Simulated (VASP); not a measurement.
Level of theory: rev-vdW-DF2, VASP's PBE PAW potentials (set 64) (plane waves; VASP 6.6.1).

A VASP calculation is set up with these files.

INCAR:
```
SYSTEM  =  ZnS
PREC  =  Accurate; ENCUT  =  520; LREAL  =  .FALSE.
LASPH  =  .TRUE.; ICHARG  =  11
EDIFF  =  1E-7; NELM  =  100; ALGO  =  Normal
LMAXMIX  =  4
ISMEAR  =  0; SIGMA  =  0.05
GGA  =  MK; LUSE_VDW  =  .TRUE.; AGGAC  =  0.0
PARAM1  =  0.1234568; PARAM2  =  0.7114; ZAB_VDW  =  -1.8867
LWAVE  =  .FALSE.; LCHARG  =  .FALSE.; LORBIT  =  11
```

### KPOINTS
```
k-points along high-symmetry lines
15
Line-mode
Reciprocal
  0.000000   0.000000   0.000000 ! GAMMA
 -0.500000  -0.500000   0.000000 ! X

 -0.500000  -0.500000   0.000000 ! X
 -0.375000  -0.375000   0.250000 ! U

 -0.375000   0.000000   0.375000 ! K
  0.000000   0.000000   0.000000 ! GAMMA

  0.000000   0.000000   0.000000 ! GAMMA
  0.000000   0.000000   0.500000 ! L

  0.000000   0.000000   0.500000 ! L
 -0.500000  -0.250000   0.250000 ! W

 -0.500000  -0.250000   0.250000 ! W
 -0.500000  -0.500000   0.000000 ! X
```

**POSCAR**
```
ZnS
1
    0.0000000000     2.7050000000     2.7050000000
    2.7050000000     0.0000000000     2.7050000000
    2.7050000000     2.7050000000     0.0000000000
Zn S
1 1
Direct
  0.0000000000   0.0000000000   0.0000000000
  0.2500000000   0.2500000000   0.2500000000
```

POTCAR, in this order: Zn S (PBE.64 set). Program: vasp_std. Read from the step before: CHGCAR.

Output

**OSZICAR**
```
       N       E                     dE             d eps       ncg     rms          rms(c)
DAV:   1     0.929986606821E+02    0.92999E+02   -0.92973E+03  2340   0.167E+03
DAV:   2     0.415038241918E+01   -0.88848E+02   -0.84168E+02  2570   0.289E+02
DAV:   3    -0.179592321395E+01   -0.59463E+01   -0.58984E+01  2855   0.734E+01
DAV:   4    -0.186589557160E+01   -0.69972E-01   -0.69943E-01  2660   0.841E+00
DAV:   5    -0.186685546206E+01   -0.95989E-03   -0.95986E-03  2825   0.946E-01
DAV:   6    -0.186687542656E+01   -0.19965E-04   -0.19964E-04  2785   0.139E-01
DAV:   7    -0.186687595211E+01   -0.52555E-06   -0.52556E-06  2845   0.215E-02
DAV:   8    -0.186687596573E+01   -0.13621E-07   -0.13603E-07  2353   0.367E-03
   1 F= -.18668760E+01 E0= -.18668760E+01  d E =-.606514E-11
```

OUTCAR:
```
 val. band max:        1.9769623642   @ k =   0.0000   0.0000   0.0000

 cond. band min:       3.9677410189   @ k =   0.0000   0.0000   0.0000



 k-point     1 :       0.0000    0.0000    0.0000
  band No.  band energies     occupation
      1     -11.1240      2.00000
      2      -4.4247      2.00000
      3      -4.4247      2.00000
      4      -4.4247      2.00000
      5      -3.9444      2.00000
      6      -3.9444      2.00000
      7       1.9770      2.00000
      8       1.9770      2.00000
      9       1.9770      2.00000
     10       3.9677      0.00000
     11       8.3480      0.00000
     12       8.3480      0.00000
     13       8.3480      0.00000

 k-point     2 :      -0.0357   -0.0357    0.0000
  band No.  band energies     occupation
      1     -11.1109      2.00000
      2      -4.4264      2.00000
      3      -4.4215      2.00000
      4      -4.4215      2.00000
      5      -3.9459      2.00000
      6      -3.9435      2.00000
      7       1.8393      2.00000
      8       1.9398      2.00000
      9       1.9398      2.00000
     10       4.1176      0.00000
     11       8.2740      0.00000
     12       8.4029      0.00000
     13       8.4029      0.00000

 k-point     3 :      -0.0714   -0.0714    0.0000
  band No.  band energies     occupation
      1     -11.0720      2.00000
      2      -4.4313      2.00000
      3      -4.4121      2.00000
      4      -4.4121      2.00000
      5      -3.9501      2.00000
      6      -3.9408      2.00000
      7       1.5100      2.00000
      8       1.8329      2.00000
      9       1.8329      2.00000
     10       4.4805      0.00000
     11       8.0714      0.00000
     12       8.5631      0.00000
     13       8.5631      0.00000

 k-point     4 :      -0.1071   -0.1071    0.0000
  band No.  band energies     occupation
      1     -11.0085      2.00000
      2      -4.4387      2.00000
      3      -4.3964      2.00000
      4      -4.3964      2.00000
...
```

The density is held fixed in this step, so its total energy and stress have no physical meaning.

The compound is ZnS in the zinc blende structure. The cell was not relaxed at this level.
